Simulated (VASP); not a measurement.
Here is a VASP 6.6.1 calculation.

Contents of INCAR:

```
SYSTEM = YHg
ALGO = Normal
EDIFF = 1E-6
ENCUT = 520
ISIF = 2
ISMEAR = -1
ISPIN = 2
LASPH = .TRUE.
LCHARG = .TRUE.
LELF = .TRUE.
LMAXMIX = 4
LORBIT = 11
LREAL = .FALSE.
LVHAR = .TRUE.
LWAVE = .FALSE.
MAGMOM = 0 0
NBANDS = 22
NELM = 150
NUPDOWN = 0.0
PREC = Accurate
SIGMA = 0.08
```

The input KPOINTS:

```
k-points
0
G
  9 9 9
  0 0 0
```

POSCAR

```
YHg
1.0
    3.6800000000      0.0000000000      0.0000000000
    0.0000000000      3.6800000000      0.0000000000
    0.0000000000      0.0000000000      3.6800000000
Y Hg
1 1
Direct
    0.5000000000      0.5000000000      0.5000000000
    0.0000000000      0.0000000000      0.0000000000
```

Potentials or basis: VASP PAW LDA potentials, release 64 (Y_sv, Hg).

Run with:

```bash
$ cat potpaw_LDA.64/Y_sv/POTCAR potpaw_LDA.64/Hg/POTCAR > POTCAR
$ mpirun -np 1 vasp_std > vasp.out
```

Question: What does it give for the pressure?

Answer: -3.1 GPa.

Caveat: the total moment is fixed, so each spin has its own Fermi level. Spin-orbit coupling is left out, which matters for the levels of Hg.
